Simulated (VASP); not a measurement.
Output of a VASP run:

### OSZICAR
```
       N       E                     dE             d eps       ncg     rms          rms(c)
DAV:   1     0.382795205319E+03    0.38280E+03   -0.21244E+04  1750   0.180E+03
DAV:   2     0.377094370542E+01   -0.37902E+03   -0.37157E+03  1863   0.447E+02
DAV:   3    -0.317154719771E+02   -0.35486E+02   -0.34185E+02  2634   0.113E+02
DAV:   4    -0.328335378879E+02   -0.11181E+01   -0.11139E+01  2094   0.215E+01
DAV:   5    -0.328701639922E+02   -0.36626E-01   -0.36603E-01  2584   0.377E+00    0.193E+01
DAV:   6    -0.312318179856E+02    0.16383E+01   -0.27496E+01  2509   0.342E+01    0.157E+01
DAV:   7    -0.304055997799E+02    0.82622E+00   -0.37196E+01  2567   0.353E+01    0.941E+00
DAV:   8    -0.296877799397E+02    0.71782E+00   -0.16777E+00  2450   0.947E+00    0.448E+00
DAV:   9    -0.295584505100E+02    0.12933E+00   -0.21414E+00  2625   0.776E+00    0.220E+00
DAV:  10    -0.295137057284E+02    0.44745E-01   -0.28328E-01  2513   0.358E+00    0.367E-01
DAV:  11    -0.295159456622E+02   -0.22399E-02   -0.48598E-03  2428   0.518E-01    0.484E-01
DAV:  12    -0.295137566248E+02    0.21890E-02   -0.17570E-02  2637   0.757E-01    0.117E-01
DAV:  13    -0.295136757084E+02    0.80916E-04   -0.33707E-04  2261   0.127E-01    0.552E-02
DAV:  14    -0.295136717725E+02    0.39359E-05   -0.25090E-05  2334   0.333E-02    0.452E-02
DAV:  15    -0.295136546605E+02    0.17112E-04   -0.10596E-04  2586   0.618E-02    0.643E-03
DAV:  16    -0.295136551572E+02   -0.49663E-06   -0.14372E-06  2062   0.848E-03    0.463E-03
DAV:  17    -0.295136551133E+02    0.43834E-07   -0.53472E-07  1707   0.554E-03
   1 F= -.29513655E+02 E0= -.29513762E+02  d E =0.320871E-03
```

File OUTCAR:
```
------------------------ aborting loop because EDIFF is reached ----------------------------------------
  FORCE on cell =-STRESS in cart. coord.  units (eV):
  Direction    XX          YY          ZZ          XY          YZ          ZX
  --------------------------------------------------------------------------------------
  Total       -2.5382232     -2.5382232     -2.5382232     -0.0000000      0.0000000      0.0000000
  in kB      -64.2454062    -64.2454062    -64.2454062     -0.0000000      0.0000000      0.0000000
  external PRESSURE =     -64.2454062 kB  Pullay stress =       0.0000000 kB
  volume of cell :       63.30
      direct lattice vectors                 reciprocal lattice vectors
     3.985346680  0.000000000  0.000000000     0.250919200  0.000000000  0.000000000
     0.000000000  3.985346680  0.000000000     0.000000000  0.250919200  0.000000000
     0.000000000  0.000000000  3.985346680     0.000000000  0.000000000  0.250919200
 POSITION                                       TOTAL-FORCE (eV/Angst)
 -----------------------------------------------------------------------------------
      0.00000      0.00000      0.00000         0.000000      0.000000      0.000000
      0.00000      1.99267      1.99267         0.000000      0.000000      0.000000
      1.99267      0.00000      1.99267         0.000000      0.000000      0.000000
      1.99267      1.99267      0.00000         0.000000      0.000000      0.000000
 -----------------------------------------------------------------------------------
    total drift:                                0.000000      0.000000     -0.000000
  FREE ENERGIE OF THE ION-ELECTRON SYSTEM (eV)
  ---------------------------------------------------
  free  energy   TOTEN  =       -29.5136551133 eV

  energy  without entropy=      -29.5139759847  energy(sigma->0) =      -29.51376207
```
(Selected blocks of OUTCAR.)

File POSCAR:
```
Pt3Ti
1
    3.9853466803     0.0000000000     0.0000000000
    0.0000000000     3.9853466803     0.0000000000
    0.0000000000     0.0000000000     3.9853466803
Ti Pt
1 3
Direct
  0.0000000000   0.0000000000   0.0000000000
  0.0000000000   0.5000000000   0.5000000000
  0.5000000000   0.0000000000   0.5000000000
  0.5000000000   0.5000000000   0.0000000000
```

Question: Write an INCAR and KPOINTS that could have produced this output.

Answer: One answer among several that fit: the input of the run itself, PBE GGA, plane waves, VASP's PBE PAW potentials (set 64).

### INCAR
```
SYSTEM  =  Pt3Ti
PREC  =  Accurate; ENCUT  =  520; LREAL  =  .FALSE.
LASPH  =  .TRUE.
EDIFF  =  1E-7; NELM  =  100; ALGO  =  Normal
LMAXMIX  =  6
ISMEAR  =  1; SIGMA  =  0.1
GGA  =  PE
ISIF  =  2
LWAVE  =  .FALSE.; LCHARG  =  .FALSE.
```

KPOINTS:
```
Automatic mesh
0
Gamma
8 8 8
0 0 0
```

POTCAR, in this order: Ti_sv Pt (PBE.64 set). Program: vasp_std.

The compound is Pt3Ti in the L1_2 structure. This cell is one point of a volume scan, at 1.03 of the reference volume.
